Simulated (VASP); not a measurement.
Input:

```yaml
crystal:
  lattice:
    - [4.85901, 0.00000, 0.00000]
    - [-2.42950, 4.20803, 0.00000]
    - [0.00000, 0.00000, 3.02886]
  atoms:
    - { symbol: Hf, position: [0.66667, 0.33333, 0.50000] }
    - { symbol: Hf, position: [0.33333, 0.66667, 0.50000] }
    - { symbol: Hf, position: [0.00000, 0.00000, 0.00000] }
```

Method: LDA (Ceperley-Alder, Perdew-Zunger), VASP's LDA PAW potentials (set 64) (plane waves; VASP). Settings: 400 eV cut-off, 8×8×11 Γ-centred mesh, tetrahedra with Blöchl corrections, potentials Hf_pv.

Unless said otherwise, spin-orbit coupling is left out, though it shifts the bands of the heavy elements here.

**Question.** Predict the energy per atom (σ→0), band gap (on the k-mesh) with the smallest direct gap where there is one.

**Answer.** 
```json
{
  "band gap (on the k-mesh)": "none (metal, semimetal or under 0.01 eV)",
  "energy per atom (σ→0)": "-10.671 eV/atom"
}
```

Total energies compare only between runs with the same potentials, cut-off and functional.

The structure comes from a computed database's Hf entry (P6/mmm); how it stands against other phases isn't given here. It was relaxed first, which changed the volume by -6 %.
